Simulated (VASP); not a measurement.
Level of theory: PBEsol GGA, VASP's PBE PAW potentials (set 64) (plane waves; VASP).

VASP ran on this input.

### INCAR
```
SYSTEM = BeTe(110) slab
PREC = Normal; ENCUT = 400; LREAL = .FALSE.
LASPH = .TRUE.
EDIFF = 1E-5; NELM = 100; NELMIN = 4
ALGO = Normal; LMAXMIX = 4
ISMEAR = 0; SIGMA = 0.05
GGA = PS
IBRION = 2; NSW = 50; ISIF = 2
EDIFFG = -0.03
LWAVE = .TRUE.; LCHARG = .FALSE.
DIPOL = 0.5 0.5 0.5
LDIPOL = .TRUE.; IDIPOL = 3
```

File KPOINTS:
```
Automatic mesh
0
Gamma
4 5 1
0 0 0
```

File POSCAR:
```
BeTe(110) slab
1
    5.6126164456     0.0000000000     0.0000000000
    0.0000000000     3.9687189714    -0.0000000000
   -0.0000000000    -0.0000000000    26.8598429348
Be Te
6 6
Direct
  0.0000000000   0.0000000000   0.6846960000
  0.5000000000   0.5000000000   0.6108170000
  0.0000000000   0.0000000000   0.5369390000
  0.5000000000   0.5000000000   0.4630610000
  0.0000000000   0.0000000000   0.3891830000
  0.5000000000   0.5000000000   0.3153040000
  0.2500000000   0.0000000000   0.6108170000
  0.7500000000   0.5000000000   0.6846960000
  0.2500000000   0.0000000000   0.4630610000
  0.7500000000   0.5000000000   0.5369390000
  0.2500000000   0.0000000000   0.3153040000
  0.7500000000   0.5000000000   0.3891830000
```

POTCAR, in this order: Be Te (PBE.64 set). Program: vasp_std.

Output of the run:

File OSZICAR:
```
...
DAV:   2    -0.475898125717E+02   -0.11623E-01   -0.13557E-01   684   0.150E+00    0.421E-01
DAV:   3    -0.475911342321E+02   -0.13217E-02   -0.70110E-03   748   0.360E-01    0.311E-01
DAV:   4    -0.475919207875E+02   -0.78656E-03   -0.45544E-04   756   0.102E-01    0.184E-01
DAV:   5    -0.475927312124E+02   -0.81042E-03   -0.73215E-04   642   0.111E-01    0.414E-02
DAV:   6    -0.475928116110E+02   -0.80399E-04   -0.68233E-05   684   0.343E-02    0.372E-02
DAV:   7    -0.475928517703E+02   -0.40159E-04   -0.10442E-05   454   0.137E-02    0.220E-02
DAV:   8    -0.475929482324E+02   -0.96462E-04   -0.50988E-05   591   0.225E-02    0.132E-02
DAV:   9    -0.475929557061E+02   -0.74737E-05   -0.32397E-06   461   0.871E-03
   4 F= -.47592956E+02 E0= -.47592956E+02  d E =-.161859E+00
       N       E                     dE             d eps       ncg     rms          rms(c)
DAV:   1    -0.476989447198E+02   -0.10600E+00   -0.10106E+01   558   0.135E+01    0.177E+00
DAV:   2    -0.477303281955E+02   -0.31383E-01   -0.39425E-01   684   0.256E+00    0.597E-01
DAV:   3    -0.477320036129E+02   -0.16754E-02   -0.17427E-02   788   0.585E-01    0.489E-01
DAV:   4    -0.477328918273E+02   -0.88821E-03   -0.10818E-03   724   0.155E-01    0.296E-01
DAV:   5    -0.477338015696E+02   -0.90974E-03   -0.12704E-03   677   0.152E-01    0.608E-02
DAV:   6    -0.477338572825E+02   -0.55713E-04   -0.13906E-04   684   0.502E-02    0.521E-02
DAV:   7    -0.477338627462E+02   -0.54637E-05   -0.14124E-05   469   0.170E-02
   5 F= -.47733863E+02 E0= -.47733863E+02  d E =-.302767E+00
       N       E                     dE             d eps       ncg     rms          rms(c)
DAV:   1    -0.477379138096E+02   -0.40565E-02   -0.93904E-01   558   0.413E+00    0.545E-01
DAV:   2    -0.477408289898E+02   -0.29152E-02   -0.36473E-02   684   0.774E-01    0.182E-01
DAV:   3    -0.477409287082E+02   -0.99718E-04   -0.14424E-03   748   0.170E-01    0.152E-01
DAV:   4    -0.477410023318E+02   -0.73624E-04   -0.11779E-04   748   0.511E-02    0.874E-02
DAV:   5    -0.477410741421E+02   -0.71810E-04   -0.10534E-04   684   0.434E-02    0.141E-02
DAV:   6    -0.477410787227E+02   -0.45807E-05   -0.10379E-05   468   0.148E-02
   6 F= -.47741079E+02 E0= -.47741079E+02  d E =-.309982E+00
       N       E                     dE             d eps       ncg     rms          rms(c)
DAV:   1    -0.477673943702E+02   -0.26320E-01   -0.18485E+00   558   0.580E+00    0.901E-01
DAV:   2    -0.477751073532E+02   -0.77130E-02   -0.84760E-02   692   0.118E+00    0.230E-01
DAV:   3    -0.477752422006E+02   -0.13485E-03   -0.18854E-03   735   0.213E-01    0.185E-01
DAV:   4    -0.477754065425E+02   -0.16434E-03   -0.30040E-04   684   0.797E-02    0.770E-02
DAV:   5    -0.477754988950E+02   -0.92353E-04   -0.12362E-04   685   0.473E-02    0.249E-02
DAV:   6    -0.477755040027E+02   -0.51077E-05   -0.10387E-05   468   0.152E-02
   7 F= -.47775504E+02 E0= -.47775504E+02  d E =-.344253E-01
       N       E                     dE             d eps       ncg     rms          rms(c)
DAV:   1    -0.477776472789E+02   -0.21484E-02   -0.33997E-01   558   0.249E+00    0.393E-01
DAV:   2    -0.477790839335E+02   -0.14367E-02   -0.15724E-02   692   0.507E-01    0.922E-02
DAV:   3    -0.477791089973E+02   -0.25064E-04   -0.35100E-04   727   0.921E-02    0.737E-02
DAV:   4    -0.477791413492E+02   -0.32352E-04   -0.57080E-05   684   0.348E-02    0.300E-02
DAV:   5    -0.477791589236E+02   -0.17574E-04   -0.19036E-05   502   0.198E-02    0.883E-03
DAV:   6    -0.477791607569E+02   -0.18333E-05   -0.31911E-06   440   0.874E-03
   8 F= -.47779161E+02 E0= -.47779161E+02  d E =-.380820E-01
       N       E                     dE             d eps       ncg     rms          rms(c)
DAV:   1    -0.477950254384E+02   -0.15867E-01   -0.60921E-01   558   0.361E+00    0.360E-01
DAV:   2    -0.477959507906E+02   -0.92535E-03   -0.12416E-02   684   0.483E-01    0.135E-01
DAV:   3    -0.477959750014E+02   -0.24211E-04   -0.53403E-04   789   0.110E-01    0.982E-02
DAV:   4    -0.477960105973E+02   -0.35596E-04   -0.11100E-04   685   0.530E-02    0.365E-02
DAV:   5    -0.477960318257E+02   -0.21228E-04   -0.58588E-05   685   0.333E-02    0.148E-02
DAV:   6    -0.477960331217E+02   -0.12961E-05   -0.68946E-06   426   0.116E-02
   9 F= -.47796033E+02 E0= -.47796033E+02  d E =-.168724E-01
       N       E                     dE             d eps       ncg     rms          rms(c)
DAV:   1    -0.477981842150E+02   -0.21524E-02   -0.17926E-01   558   0.196E+00    0.205E-01
DAV:   2    -0.477984677286E+02   -0.28351E-03   -0.36728E-03   684   0.261E-01    0.723E-02
DAV:   3    -0.477984807192E+02   -0.12991E-04   -0.15806E-04   796   0.601E-02    0.513E-02
DAV:   4    -0.477984954680E+02   -0.14749E-04   -0.32230E-05   589   0.292E-02    0.182E-02
DAV:   5    -0.477985027117E+02   -0.72438E-05   -0.16002E-05   468   0.192E-02
  10 F= -.47798503E+02 E0= -.47798503E+02  d E =-.193420E-01
       N       E                     dE             d eps       ncg     rms          rms(c)
DAV:   1    -0.478027204140E+02   -0.42249E-02   -0.78528E-01   558   0.378E+00    0.503E-01
DAV:   2    -0.478053830657E+02   -0.26627E-02   -0.34146E-02   684   0.757E-01    0.164E-01
DAV:   3    -0.478052879668E+02    0.95099E-04   -0.94305E-04   741   0.159E-01    0.136E-01
DAV:   4    -0.478052796639E+02    0.83029E-05   -0.23101E-04   709   0.721E-02    0.470E-02
DAV:   5    -0.478052949418E+02   -0.15278E-04   -0.53682E-05   670   0.297E-02    0.228E-02
DAV:   6    -0.478052962996E+02   -0.13578E-05   -0.17134E-06   468   0.737E-03
  11 F= -.47805296E+02 E0= -.47805296E+02  d E =-.679359E-02
       N       E                     dE             d eps       ncg     rms          rms(c)
DAV:   1    -0.478053137309E+02   -0.18789E-04   -0.21886E-03   558   0.200E-01    0.246E-02
DAV:   2    -0.478053230636E+02   -0.93327E-05   -0.97124E-05   684   0.406E-02    0.110E-02
DAV:   3    -0.478053237440E+02   -0.68043E-06   -0.21402E-06   440   0.865E-03    0.817E-03
DAV:   4    -0.478053263265E+02   -0.25825E-05   -0.19763E-06   405   0.759E-03
  12 F= -.47805326E+02 E0= -.47805326E+02  d E =-.682361E-02
       N       E                     dE             d eps       ncg     rms          rms(c)
DAV:   1    -0.478059658864E+02   -0.64214E-03   -0.36374E-01   558   0.249E+00    0.311E-01
DAV:   2    -0.478077775894E+02   -0.18117E-02   -0.21010E-02   692   0.565E-01    0.974E-02
DAV:   3    -0.478077333601E+02    0.44229E-04   -0.40651E-04   756   0.103E-01    0.819E-02
DAV:   4    -0.478077123459E+02    0.21014E-04   -0.76277E-05   684   0.404E-02    0.390E-02
DAV:   5    -0.478077133676E+02   -0.10217E-05   -0.22108E-05   468   0.204E-02
  13 F= -.47807713E+02 E0= -.47807713E+02  d E =-.238704E-02
       N       E                     dE             d eps       ncg     rms          rms(c)
DAV:   1    -0.478077155130E+02   -0.31671E-05   -0.37302E-04   656   0.804E-02    0.192E-02
DAV:   2    -0.478077174839E+02   -0.19710E-05   -0.20489E-05   518   0.186E-02    0.822E-03
DAV:   3    -0.478077183258E+02   -0.84183E-06   -0.19581E-06   391   0.680E-03    0.225E-03
DAV:   4    -0.478077190063E+02   -0.68054E-06   -0.60388E-07   335   0.354E-03
  14 F= -.47807719E+02 E0= -.47807719E+02  d E =-.239268E-02
       N       E                     dE             d eps       ncg     rms          rms(c)
DAV:   1    -0.478087297912E+02   -0.10115E-02   -0.11524E-01   558   0.141E+00    0.181E-01
DAV:   2    -0.478091695521E+02   -0.43976E-03   -0.53890E-03   685   0.286E-01    0.627E-02
DAV:   3    -0.478091547055E+02    0.14847E-04   -0.13135E-04   695   0.580E-02    0.488E-02
DAV:   4    -0.478091484937E+02    0.62118E-05   -0.22681E-05   532   0.230E-02
  15 F= -.47809148E+02 E0= -.47809148E+02  d E =-.142949E-02
```

OUTCAR:
```
------------------------ aborting loop because EDIFF is reached ----------------------------------------
  FORCE on cell =-STRESS in cart. coord.  units (eV):
  Direction    XX          YY          ZZ          XY          YZ          ZX
  --------------------------------------------------------------------------------------
  Total       -0.8805739     -1.3423944     -0.6054929      0.0000000      0.0000000      0.0000000
  in kB       -2.3580727     -3.5947735     -1.6214384      0.0000000      0.0000000      0.0000000
  external PRESSURE =      -2.5247615 kB  Pullay stress =       0.0000000 kB
  volume of cell :      598.30
      direct lattice vectors                 reciprocal lattice vectors
     5.612616446  0.000000000  0.000000000     0.178170023  0.000000000  0.000000000
     0.000000000  3.968718971  0.000000000     0.000000000  0.251970474  0.000000000
     0.000000000  0.000000000 26.859842935     0.000000000  0.000000000  0.037230300
 POSITION                                       TOTAL-FORCE (eV/Angst)
 -----------------------------------------------------------------------------------
      5.29146      0.00000     17.91732        -0.010813      0.000000     -0.008490
      2.90452      1.98436     16.49372         0.007206      0.000000     -0.027503
      0.08481      0.00000     14.39710        -0.005023      0.000000     -0.003403
      2.89112      1.98436     12.46274        -0.005023      0.000000      0.003403
      0.09822      0.00000     10.36613         0.007206      0.000000      0.027503
      2.48515      1.98436      8.94252        -0.010813      0.000000      0.008490
      1.49660      0.00000     16.39767         0.010788      0.000000      0.001791
      4.17981      1.98436     18.57799         0.009123      0.000000     -0.025578
      1.47749      0.00000     12.40336        -0.011280      0.000000      0.025449
      4.28380      1.98436     14.45649        -0.011280      0.000000     -0.025449
      1.37350      0.00000      8.28185         0.009123      0.000000      0.025578
      4.30291      1.98436     10.46217         0.010788      0.000000     -0.001791
 -----------------------------------------------------------------------------------
    total drift:                                0.002801     -0.000000     -0.000004
  FREE ENERGIE OF THE ION-ELECTRON SYSTEM (eV)
  ---------------------------------------------------
  free  energy   TOTEN  =       -47.8091484937 eV

  energy  without entropy=      -47.8091484937  energy(sigma->0) =      -47.80914849

 reached required accuracy - stopping structural energy minimisation
```
(Selected blocks of OUTCAR.)

File CONTCAR:
```
BeTe(110) slab
   1.00000000000000
     5.6126164455999996    0.0000000000000000    0.0000000000000000
     0.0000000000000000    3.9687189714000000    0.0000000000000000
     0.0000000000000000    0.0000000000000000   26.8598429347999996
  Be              Te
     6     6
Direct
     0.9427793682171335    0.0000000000000000    0.6670673216994262
     0.5174990473714285    0.5000000000000000    0.6140660082658649
     0.0151103441897821    0.0000000000000000    0.5360083018875067
     0.5151103441897820    0.5000000000000000    0.4639916981124935
     0.0174990473714283    0.0000000000000000    0.3859339917341353
     0.4427793682171334    0.5000000000000000    0.3329326783005737
     0.2666489102738954    0.0000000000000000    0.6104901163569800
     0.7447172041229640    0.5000000000000000    0.6916641455979750
     0.2632451258247969    0.0000000000000000    0.4617806808713910
     0.7632451258247968    0.5000000000000000    0.5382193191286088
     0.2447172041229639    0.0000000000000000    0.3083358544020253
     0.7666489102738955    0.5000000000000000    0.3895098836430196
```

OUTCAR:
```
 val. band max:       -0.6837444656   @ k =   0.0000   0.0000   0.0000

 cond. band min:       0.9444585659   @ k =   0.0000   0.4000   0.0000


 Fermi energy:        -0.4321926584

 k-point     1 :       0.0000    0.0000    0.0000
  band No.  band energies     occupation
      1     -12.8304      2.00000
      2     -12.4007      2.00000
      3     -11.7401      2.00000
      4     -11.2833      2.00000
      5     -11.0664      2.00000
      6     -11.0636      2.00000
      7      -5.6422      2.00000
      8      -5.2177      2.00000
      9      -4.7079      2.00000
     10      -4.6347      2.00000
     11      -3.9423      2.00000
     12      -3.6021      2.00000
     13      -3.5247      2.00000
     14      -3.1432      2.00000
     15      -3.0150      2.00000
     16      -2.7566      2.00000
     17      -2.3418      2.00000
     18      -2.1160      2.00000
     19      -1.9518      2.00000
     20      -1.4824      2.00000
     21      -1.2709      2.00000
     22      -1.0114      2.00000
     23      -0.9770      2.00000
     24      -0.6837      2.00000
     25       1.4102      0.00000
     26       1.9587      0.00000
     27       2.2009      0.00000
     28       2.5570      0.00000
     29       2.7222      0.00000
     30       3.1503      0.00000
     31       3.2600      0.00000

 k-point     2 :       0.2500    0.0000    0.0000
  band No.  band energies     occupation
      1     -12.6404      2.00000
      2     -12.2494      2.00000
      3     -11.6929      2.00000
      4     -11.4649      2.00000
      5     -11.2569      2.00000
      6     -11.2441      2.00000
      7      -5.6893      2.00000
      8      -5.4690      2.00000
      9      -5.1832      2.00000
     10      -4.4573      2.00000
     11      -3.7558      2.00000
     12      -3.3830      2.00000
     13      -2.9215      2.00000
     14      -2.9015      2.00000
     15      -2.8531      2.00000
     16      -2.5541      2.00000
     17      -2.1327      2.00000
...
```

Unless said otherwise, spin-orbit coupling is left out, though it shifts the bands of the heavy elements here.

The cell is a thin slab with vacuum, built from BeTe (zinc blende): (110) face.
